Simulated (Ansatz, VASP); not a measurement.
## InH in two plane-wave programs

Aim: how closely do two programs agree when they are given the same cell, functional and k mesh? The cell is generated by rule, not measured, and may not be a known phase. The cell is taken from a series of runs on this material, whose earlier steps may have relaxed, scaled, displaced or heated it; both programs get it as it stands.

Method: plane waves, with VASP 6.6.1 beside it; zone-centre phonons at PBE, in Ansatz 0.2.0.

The structure was built from a prototype and need not be the compound's stable phase.

## 1. The structure

The structure is hexagonal, space group P6_3/mmc (No. 194). The conventional cell has a = 3.772 Å, b = 3.772 Å, c = 5.891 Å, α = 90.00°, β = 90.00°, γ = 120.00°. In has 3 H at 2.18 Å nearest. Nearest to H lie 3 In at 2.18 Å. Farther neighbours are not listed.

Structure file:

```cif
data_structure
_symmetry_space_group_name_H-M 'P 1'
_symmetry_Int_Tables_number 1
_cell_length_a 3.7722
_cell_length_b 3.7722
_cell_length_c 5.8914
_cell_angle_alpha 90.000
_cell_angle_beta 90.000
_cell_angle_gamma 120.000
_cell_volume 72.60
loop_
_atom_site_label
_atom_site_type_symbol
_atom_site_fract_x
_atom_site_fract_y
_atom_site_fract_z
_atom_site_occupancy
In1 In 0.33333 0.66667 0.25000 1
In2 In 0.66667 0.33333 0.75000 1
H3 H 0.66667 0.33333 0.25000 1
H4 H 0.33333 0.66667 0.75000 1
```

## 2. VASP: zone-centre phonons, PBE

Second derivatives magnify differences that forces hide, and they need a tight electronic threshold.

Lines of VASP's logs that name or quote its potential files are left out, and so is its time.

Contents of INCAR:

```
SYSTEM = InH
PREC = Accurate
ENCUT = 500
EDIFF = 1E-08
NELM = 120
ISMEAR = 1
SIGMA = 0.15
LREAL = .FALSE.
ALGO = Normal
GGA = PE
NBANDS = 20
LORBIT = 11
LWAVE = .FALSE.
LCHARG = .FALSE.
ISIF = 2
IBRION = 8
LASPH = .TRUE.
GGA_COMPAT = .FALSE.
KPAR = 2
```

Contents of POSCAR:

```
InH
1.0
    3.7721968407      0.0000025310      0.0000000000
   -1.8861006122      3.2668170266      0.0000000000
    0.0000000000      0.0000000000      5.8913884265
In H
2 2
Direct
    0.3333333334      0.6666666668      0.2500000000
    0.6666666668      0.3333333334      0.7500000000
    0.6666666668      0.3333333334      0.2500000000
    0.3333333334      0.6666666668      0.7500000000
```

Contents of KPOINTS:

```
Automatic mesh
0
Gamma
12 12 6
0 0 0
```

Potentials, in the order of the species: In_d and H (PBE family, release 64).

The run is started by

```
mpirun -np 2 vasp_std
```

Numbers of over 12 decimals in the logs are rounded to 6 here.

The log of the run:

```text
[banner, memory and clock lines left out]
running    2 mpi-ranks, on    1 nodes
 distrk:  each k-point on    1 cores,    2 groups
 distr:  one band on    1 cores,    1 groups

 POSCAR found type information on POSCAR InH
 POSCAR found :  2 types and       4 ions
 LDA part: xc-table for (Slater+PW92), standard interpolation
 POSCAR, INCAR and KPOINTS ok, starting setup
 FFT: planning ... GRIDC
 FFT: planning ... GRID_SOFT
 FFT: planning ... GRID
 WAVECAR not read
 entering main loop
       N       E                     dE             d eps       ncg     rms          rms(c)
DAV:   1     0.215906591172E+03    0.21591E+03   -0.13603E+04  3048   0.170E+03
DAV:   2     0.671673666972E+01   -0.20919E+03   -0.20503E+03  3048   0.376E+02
DAV:   3    -0.992901147022E+01   -0.16646E+02   -0.16425E+02  3676   0.123E+02
DAV:   4    -0.104722166693E+02   -0.54321E+00   -0.54227E+00  3480   0.246E+01
DAV:   5    -0.105016902649E+02   -0.29474E-01   -0.29472E-01  4496   0.488E+00    0.451E+00
DAV:   6    -0.100066655614E+02    0.49502E+00   -0.54245E-01  4044   0.716E+00    0.195E+00
DAV:   7    -0.993711525960E+01    0.69550E-01   -0.40424E-01  4256   0.348E+00    0.717E-01
DAV:   8    -0.993958700427E+01   -0.24717E-02   -0.27333E-02  3336   0.127E+00    0.310E-01
DAV:   9    -0.994022533819E+01   -0.63833E-03   -0.20323E-03  4324   0.570E-01    0.149E-01
DAV:  10    -0.994027877436E+01   -0.53436E-04   -0.37018E-04  4000   0.264E-01    0.790E-02
DAV:  11    -0.994028724913E+01   -0.84748E-05   -0.40238E-05  3480   0.456E-02    0.583E-02
DAV:  12    -0.994028951535E+01   -0.22662E-05   -0.89806E-06  3660   0.311E-02    0.842E-03
DAV:  13    -0.994028915777E+01    0.35758E-06   -0.11933E-06  3164   0.769E-03    0.402E-03
DAV:  14    -0.994028896624E+01    0.19154E-06   -0.42706E-07  3620   0.314E-03    0.142E-03
DAV:  15    -0.994028903121E+01   -0.64971E-07   -0.92798E-08  2592   0.201E-03    0.510E-04
DAV:  16    -0.994028903737E+01   -0.61586E-08   -0.10692E-08  1952   0.689E-04
   1 F= -.99402890E+01 E0= -.99403082E+01  d E =0.576052E-04
 Linear response reoptimize wavefunctions to high precision
DAV:   1    -0.994028904299E+01   -0.56211E-08   -0.42785E-09  2504   0.757E-04
DAV:   2    -0.994028904304E+01   -0.46384E-10   -0.67801E-10  1624   0.215E-04
 Linear response DOF=           4
 Linear response progress:
  Degree of freedom:   1/  4
       N       E                     dE             d eps       ncg     rms          rms(c)
RMM:   1    -0.231345300614E+00   -0.23135E+00   -0.17677E-01 16238   0.409E+00
RMM:   2    -0.233726028871E+00   -0.23807E-02   -0.92077E-03 19672   0.877E-01    0.624E-02
RMM:   3    -0.233619671749E+00    0.10636E-03   -0.10942E-03 20586   0.253E-01    0.308E-02
RMM:   4    -0.233414367936E+00    0.20530E-03   -0.78026E-05 20855   0.810E-02    0.189E-02
RMM:   5    -0.233332859715E+00    0.81508E-04   -0.14681E-05 21018   0.312E-02    0.539E-03
RMM:   6    -0.233308147050E+00    0.24713E-04   -0.22299E-06 21605   0.124E-02    0.161E-03
RMM:   7    -0.233308151346E+00   -0.42962E-08   -0.30603E-07 22045   0.483E-03    0.584E-04
RMM:   8    -0.233308738716E+00   -0.58737E-06    0.57910E-07 22722   0.203E-03    0.272E-04
RMM:   9    -0.233306758120E+00    0.19806E-05    0.25235E-07 22240   0.952E-04    0.143E-04
RMM:  10    -0.233306118799E+00    0.63932E-06    0.40583E-07 23118   0.486E-04    0.114E-04
RMM:  11    -0.233305920196E+00    0.19860E-06    0.33261E-07 22725   0.264E-04    0.526E-05
RMM:  12    -0.233306058855E+00   -0.13866E-06    0.17818E-07 23676   0.145E-04    0.281E-05
RMM:  13    -0.233306151353E+00   -0.92498E-07    0.12007E-07 23413   0.796E-05    0.170E-05
RMM:  14    -0.233306114695E+00    0.36658E-07    0.86298E-08 21777   0.462E-05    0.213E-05
RMM:  15    -0.233306184726E+00   -0.70031E-07    0.40176E-08 22546   0.295E-05    0.182E-05
RMM:  16    -0.233306185085E+00   -0.35859E-09    0.24795E-08 18246   0.176E-05    0.173E-05
 first order change of Fermi-energy   0.57774E-05
 force on displaced ion       1 direction 1 :  -1.124  -0.001   0.000
 Linear response progress:
  Degree of freedom:   2/  4
       N       E                     dE             d eps       ncg     rms          rms(c)
RMM:   1    -0.242901516072E+00   -0.24290E+00   -0.15202E-01  5395   0.433E+00
RMM:   2    -0.245537764083E+00   -0.26362E-02   -0.86779E-03  6589   0.895E-01    0.575E-02
RMM:   3    -0.245921859285E+00   -0.38410E-03   -0.19195E-03  6946   0.278E-01    0.129E-02
RMM:   4    -0.245783304778E+00    0.13855E-03    0.30052E-04  7116   0.938E-02    0.185E-02
RMM:   5    -0.245840904737E+00   -0.57600E-04   -0.26520E-04  7273   0.360E-02    0.152E-02
RMM:   6    -0.245780490036E+00    0.60415E-04    0.17342E-05  7075   0.158E-02    0.574E-03
RMM:   7    -0.245791993625E+00   -0.11504E-04   -0.38619E-05  7027   0.656E-03    0.224E-03
RMM:   8    -0.245787637468E+00    0.43562E-05   -0.20697E-05  7284   0.331E-03    0.632E-04
RMM:   9    -0.245782192844E+00    0.54446E-05   -0.18762E-06  7349   0.157E-03    0.198E-04
RMM:  10    -0.245783077035E+00   -0.88419E-06   -0.43745E-06  7352   0.678E-04    0.167E-04
RMM:  11    -0.245782378311E+00    0.69872E-06    0.23613E-06  7521   0.385E-04    0.594E-05
RMM:  12    -0.245782764620E+00   -0.38631E-06   -0.17635E-06  7658   0.181E-04    0.947E-05
RMM:  13    -0.245782628118E+00    0.13650E-06    0.17813E-07  7368   0.993E-05    0.909E-05
RMM:  14    -0.245782675069E+00   -0.46951E-07   -0.19424E-07  7706   0.513E-05    0.622E-05
RMM:  15    -0.245782642853E+00    0.32216E-07   -0.11559E-07  7702   0.264E-05    0.558E-05
RMM:  16    -0.245782537092E+00    0.10576E-06   -0.31716E-08  6683   0.176E-05    0.266E-05
RMM:  17    -0.245782523457E+00    0.13635E-07   -0.66587E-08  7422   0.108E-05    0.211E-05
RMM:  18    -0.245782479959E+00    0.43498E-07   -0.61744E-08  7039   0.759E-06    0.697E-06
RMM:  19    -0.245782462436E+00    0.17523E-07   -0.27684E-08  6360   0.522E-06    0.315E-06
RMM:  20    -0.245782456706E+00    0.57306E-08   -0.24901E-08  5452   0.409E-06    0.163E-06
 first order change of Fermi-energy   0.24814E-03
 force on displaced ion       1 direction 3 :   0.000  -0.000  -0.317
 Linear response progress:
  Degree of freedom:   3/  4
       N       E                     dE             d eps       ncg     rms          rms(c)
RMM:   1    -0.151177015909E-01   -0.15118E-01    0.90755E-03 20646   0.687E-01
RMM:   2    -0.150872538868E-01    0.30448E-04   -0.85066E-04 17085   0.202E-01    0.785E-02
RMM:   3    -0.153835379797E-01   -0.29628E-03   -0.12635E-04 19929   0.811E-02    0.427E-02
RMM:   4    -0.159045445111E-01   -0.52101E-03   -0.58067E-05 17954   0.463E-02    0.392E-03
RMM:   5    -0.159466373108E-01   -0.42093E-04   -0.58049E-06 21624   0.172E-02    0.459E-03
RMM:   6    -0.159463481366E-01    0.28917E-06   -0.96744E-07 22006   0.494E-03    0.441E-03
RMM:   7    -0.159518311161E-01   -0.54830E-05    0.53034E-08 22035   0.179E-03    0.291E-03
RMM:   8    -0.159612550358E-01   -0.94239E-05   -0.37804E-08 20740   0.144E-03    0.354E-03
RMM:   9    -0.159614189063E-01   -0.16387E-06    0.59242E-09 21607   0.548E-04    0.120E-03
RMM:  10    -0.159613941372E-01    0.24769E-07    0.20407E-08 22694   0.190E-04    0.140E-03
RMM:  11    -0.159614464891E-01   -0.52352E-07    0.10496E-08 21037   0.107E-04    0.985E-05
RMM:  12    -0.159615946093E-01   -0.14812E-06   -0.18561E-09 21003   0.517E-05    0.420E-04
RMM:  13    -0.159616051576E-01   -0.10548E-07   -0.32828E-08 21232   0.305E-05    0.199E-04
RMM:  14    -0.159615979527E-01    0.72050E-08    0.25296E-09 21525   0.190E-05    0.841E-06
 first order change of Fermi-energy   0.12435E-04
 force on displaced ion       3 direction 1 :  -0.760  -0.000   0.000
 Linear response progress:
  Degree of freedom:   4/  4
       N       E                     dE             d eps       ncg     rms          rms(c)
RMM:   1    -0.155830139671E-01   -0.15583E-01   -0.32250E-03  6365   0.504E-01
RMM:   2    -0.153485082663E-01    0.23451E-03   -0.87292E-04  5870   0.164E-01    0.587E-02
RMM:   3    -0.156689445884E-01   -0.32044E-03   -0.13562E-04  6982   0.649E-02    0.347E-02
RMM:   4    -0.162394753237E-01   -0.57053E-03   -0.71374E-05  6839   0.349E-02    0.677E-03
RMM:   5    -0.162981495768E-01   -0.58674E-04   -0.92304E-06  7250   0.117E-02    0.260E-03
RMM:   6    -0.162808207723E-01    0.17329E-04   -0.30283E-06  7059   0.419E-03    0.167E-03
RMM:   7    -0.162841633980E-01   -0.33426E-05    0.16110E-06  7356   0.151E-03    0.948E-04
RMM:   8    -0.162900029790E-01   -0.58396E-05   -0.47373E-07  6829   0.485E-04    0.174E-04
RMM:   9    -0.162901563531E-01   -0.15337E-06    0.11410E-07  7492   0.258E-04    0.499E-05
RMM:  10    -0.162902110736E-01   -0.54721E-07   -0.19691E-07  7588   0.732E-05    0.201E-05
RMM:  11    -0.162901968632E-01    0.14210E-07   -0.68306E-08  7349   0.265E-05    0.155E-05
RMM:  12    -0.162901926272E-01    0.42359E-08   -0.34622E-08  7424   0.117E-05    0.411E-06
 first order change of Fermi-energy  -0.14168E-03
 force on displaced ion       3 direction 3 :  -0.000  -0.000   1.410
 Linear response finished
```

OUTCAR, selected parts (step 2):

```text
ion  position               nearest neighbor table
   1  0.333  0.667  0.250-   3 2.18   3 2.18   3 2.18   2 3.66   2 3.66   2 3.66   2 3.66   2 3.66
                             2 3.66
   2  0.667  0.333  0.750-   4 2.18   4 2.18   4 2.18   1 3.66   1 3.66   1 3.66   1 3.66   1 3.66
                             1 3.66
   3  0.667  0.333  0.250-   1 2.18   1 2.18   1 2.18
   4  0.333  0.667  0.750-   2 2.18   2 2.18   2 2.18

  LATTYP: Found a hexagonal cell.
 ALAT       =     3.7721968407
 C/A-ratio  =     1.5617924184

 Subroutine GETGRP returns: Found 24 space group operations
 (whereof 12 operations were pure point group operations)

The static configuration has the point symmetry D_3d.
 The point group associated with its full space group is D_6h.

 Found     76 irreducible k-points:

   k-points           NKPTS =     76   k-points in BZ     NKDIM =     76   number of bands    NBANDS=     20

   dimension x,y,z NGX =    28 NGY =   28 NGZ =   48
   dimension x,y,z NGXF=    56 NGYF=   56 NGZF=   96

   ENCUT  =  500.0 eV  36.75 Ry    6.06 a.u.   6.88  6.88 10.74*2*pi/ulx,y,z

   NELECT =      28.0000    total number of electrons

 k-points in reciprocal lattice and weights: Automatic mesh
   0.00000000  0.00000000  0.00000000       0.001
   0.08333333  0.00000000  0.00000000       0.007
   0.16666667 -0.00000000  0.00000000       0.007
   0.25000000  0.00000000  0.00000000       0.007
   0.33333333 -0.00000000  0.00000000       0.007
   0.41666667  0.00000000  0.00000000       0.007
   0.50000000  0.00000000  0.00000000       0.003
   0.08333333  0.08333333  0.00000000       0.007
   0.16666667  0.08333333  0.00000000       0.014
[...]
0.33333333  0.25000000  0.50000000       0.014
   0.33333333  0.33333333  0.50000000       0.002

 average (electrostatic) potential at core
       1 -96.3365       2 -96.3365       3 -32.1927       4 -32.1927

  Total       -0.0372370     -0.0372370     -0.0362343     -0.0000000     -0.0000000      0.0000000
  in kB       -0.8217673     -0.8217673     -0.7996389     -0.0000000     -0.0000000      0.0000000
  external PRESSURE =      -0.8143912 kB  Pullay stress =       0.0000000 kB

  energy-cutoff  :      500.00
  volume of cell :       72.60
      direct lattice vectors                 reciprocal lattice vectors
     3.772196841  0.000002531  0.000000000     0.265097410  0.153054298  0.000000000
    -1.886100612  3.266817027  0.000000000    -0.000000205  0.306108241  0.000000000
     0.000000000  0.000000000  5.891388426     0.000000000  0.000000000  0.169739275

 POSITION                                       TOTAL-FORCE (eV/Angst)
 -----------------------------------------------------------------------------------
     -0.00000      2.17788      1.47285        -0.000000      0.000000      0.000000
      1.88610      1.08894      4.41854        -0.000000     -0.000000     -0.000000
      1.88610      1.08894      1.47285         0.000000      0.000000      0.000000
     -0.00000      2.17788      4.41854         0.000000      0.000000      0.000000
 -----------------------------------------------------------------------------------
    total drift:                               -0.000000     -0.000000     -0.000000

 Eigenvectors and eigenvalues of the dynamical matrix
 ----------------------------------------------------

   1 f  =   14.711138 THz    92.432807 2PiTHz  490.710747 cm-1    60.840351 meV
             X         Y         Z           dx          dy          dz
     -0.000001  2.177879  1.472847     0.053573    0.037713   -0.000000
      1.886098  1.088941  4.418541     0.053573    0.037713   -0.000000
      1.886098  1.088941  1.472847    -0.575719   -0.405284   -0.000000
     -0.000001  2.177879  4.418541    -0.575719   -0.405284    0.000000

   2 f  =   14.711138 THz    92.432807 2PiTHz  490.710747 cm-1    60.840351 meV
             X         Y         Z           dx          dy          dz
     -0.000001  2.177879  1.472847    -0.037713    0.053573    0.000000
      1.886098  1.088941  4.418541    -0.037713    0.053573    0.000000
      1.886098  1.088941  1.472847     0.405284   -0.575719   -0.000000
     -0.000001  2.177879  4.418541     0.405284   -0.575719    0.000000

   3 f  =   12.795770 THz    80.398194 2PiTHz  426.820945 cm-1    52.919029 meV
             X         Y         Z           dx          dy          dz
     -0.000001  2.177879  1.472847     0.115445    0.081271   -0.000000
      1.886098  1.088941  4.418541    -0.115445   -0.081271    0.000000
      1.886098  1.088941  1.472847    -0.566558   -0.398847   -0.000000
     -0.000001  2.177879  4.418541     0.566558    0.398847   -0.000000

   4 f  =   12.795770 THz    80.398194 2PiTHz  426.820945 cm-1    52.919029 meV
             X         Y         Z           dx          dy          dz
     -0.000001  2.177879  1.472847    -0.081271    0.115445   -0.000000
      1.886098  1.088941  4.418541     0.081271   -0.115445   -0.000000
      1.886098  1.088941  1.472847     0.398847   -0.566558   -0.000000
     -0.000001  2.177879  4.418541    -0.398847    0.566558   -0.000000

   5 f  =    2.017390 THz    12.675634 2PiTHz   67.292879 cm-1     8.343250 meV
             X         Y         Z           dx          dy          dz
     -0.000001  2.177879  1.472847     0.000000   -0.000000   -0.705825
      1.886098  1.088941  4.418541     0.000000   -0.000000    0.705825
      1.886098  1.088941  1.472847    -0.000000   -0.000000   -0.042549
     -0.000001  2.177879  4.418541     0.000000   -0.000000    0.042549

   6 f  =    0.003906 THz     0.024545 2PiTHz    0.130304 cm-1     0.016156 meV
             X         Y         Z           dx          dy          dz
     -0.000001  2.177879  1.472847    -0.000000    0.000000    0.704007
      1.886098  1.088941  4.418541    -0.000000    0.000000    0.704007
      1.886098  1.088941  1.472847    -0.000000    0.000000    0.066142
     -0.000001  2.177879  4.418541    -0.000000    0.000000    0.066142

   7 f/i=    0.003928 THz     0.024679 2PiTHz    0.131015 cm-1     0.016244 meV
             X         Y         Z           dx          dy          dz
     -0.000001  2.177879  1.472847    -0.173215    0.682425   -0.000000
      1.886098  1.088941  4.418541    -0.173215    0.682425   -0.000000
      1.886098  1.088941  1.472847    -0.016118    0.063503   -0.000000
     -0.000001  2.177879  4.418541    -0.016118    0.063503   -0.000000

   8 f/i=    0.003928 THz     0.024679 2PiTHz    0.131015 cm-1     0.016244 meV
             X         Y         Z           dx          dy          dz
     -0.000001  2.177879  1.472847    -0.682425   -0.173215    0.000000
      1.886098  1.088941  4.418541    -0.682425   -0.173215    0.000000
      1.886098  1.088941  1.472847    -0.063503   -0.016118    0.000000
     -0.000001  2.177879  4.418541    -0.063503   -0.016118    0.000000

   9 f/i=    1.936130 THz    12.165064 2PiTHz   64.582345 cm-1     8.007187 meV
             X         Y         Z           dx          dy          dz
     -0.000001  2.177879  1.472847    -0.398807    0.566587   -0.000000
      1.886098  1.088941  4.418541     0.398807   -0.566587   -0.000000
      1.886098  1.088941  1.472847    -0.081263    0.115451    0.000000
     -0.000001  2.177879  4.418541     0.081263   -0.115451    0.000000

  10 f/i=    1.936130 THz    12.165064 2PiTHz   64.582345 cm-1     8.007187 meV
             X         Y         Z           dx          dy          dz
     -0.000001  2.177879  1.472847    -0.566587   -0.398807    0.000000
      1.886098  1.088941  4.418541     0.566587    0.398807    0.000000
      1.886098  1.088941  1.472847    -0.115451   -0.081263   -0.000000
     -0.000001  2.177879  4.418541     0.115451    0.081263   -0.000000

  11 f/i=    6.277932 THz    39.445408 2PiTHz  209.409259 cm-1    25.963427 meV
             X         Y         Z           dx          dy          dz
     -0.000001  2.177879  1.472847     0.000000    0.000000    0.066142
      1.886098  1.088941  4.418541    -0.000000   -0.000000    0.066142
      1.886098  1.088941  1.472847     0.000000    0.000000   -0.704007
     -0.000001  2.177879  4.418541    -0.000000   -0.000000   -0.704007

  12 f/i=   25.540196 THz   160.473785 2PiTHz  851.929243 cm-1   105.625717 meV
             X         Y         Z           dx          dy          dz
     -0.000001  2.177879  1.472847     0.000000    0.000000    0.042549
      1.886098  1.088941  4.418541    -0.000000   -0.000000   -0.042549
      1.886098  1.088941  1.472847     0.000000    0.000000   -0.705825
     -0.000001  2.177879  4.418541    -0.000000   -0.000000    0.705825

 ELASTIC MODULI CONTR FROM IONIC RELAXATION (kBar)
 Direction    XX          YY          ZZ          XY          YZ          ZX
 --------------------------------------------------------------------------------
 XX         -95.1578     95.1578      0.0000     -0.0000      0.0000     -0.0000
 YY          95.1578    -95.1578     -0.0000     -0.0000     -0.0000      0.0000
 ZZ           0.0000     -0.0000     -0.0000     -0.0000     -0.0000     -0.0000
 XY          -0.0000     -0.0000     -0.0000    -95.1578      0.0000      0.0000
 YZ           0.0000     -0.0000     -0.0000      0.0000     -0.0000     -0.0000
 ZX          -0.0000      0.0000     -0.0000      0.0000     -0.0000     -0.0000
 --------------------------------------------------------------------------------
```

(Part 1 of 2 ends here.)

[Lines on the potential files, build, host, timing and source positions are cut from VASP's logs without a mark.]

[Logs are printed without paths, hosts, clocks, repeated set-up lines and the standing remarks that a program may print on its own settings, such as how far it seeks lower states.]

[Hosts, paths, dates, database ids (printed as entryN), source tags and the programs' standing remarks are cut or masked in the printed files.]
